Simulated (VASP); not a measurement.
Data:

```
MoSi
1.0
    5.68769     0.00000     0.00000
    0.00000     4.13678     0.00000
    0.00000     0.00000     4.70795
Mo Si
4 4
Cartesian
  1.01554   1.03420   0.70850
  1.82831   3.10259   3.06247
  4.67216   3.10259   3.99945
  3.85938   1.03420   1.64548
  0.27958   1.03420   3.10371
  2.56426   3.10259   0.74973
  5.40811   3.10259   1.60424
  3.12343   1.03420   3.95822
```

Computed with PBEsol GGA, VASP's PBE PAW potentials (set 64) (plane waves; VASP). Settings: 400 eV cut-off, 6×8×7 Γ-centred mesh, tetrahedra with Blöchl corrections, potentials Mo_sv Si.

The cores are frozen, which limits the accuracy of field gradients.

Task: Give the principal components of the electric field gradient (V/Å²) and the asymmetry η at each nucleus.

Result: 
```csv
atom,Vxx,Vyy,Vzz,η
Mo1,34.8,5.4,-40.2,0.73
Mo2,34.8,5.4,-40.2,0.73
Mo3,34.8,5.4,-40.2,0.73
Mo4,34.8,5.4,-40.2,0.73
Si5,18.6,5.4,-23.9,0.55
Si6,18.6,5.4,-23.9,0.55
Si7,18.6,5.4,-23.9,0.55
Si8,18.6,5.4,-23.9,0.55
```

The structure was generated: SiMo was put into the FeB type (Pnma), which need not be its known phase. It was relaxed first, which changed the volume by -39 %.
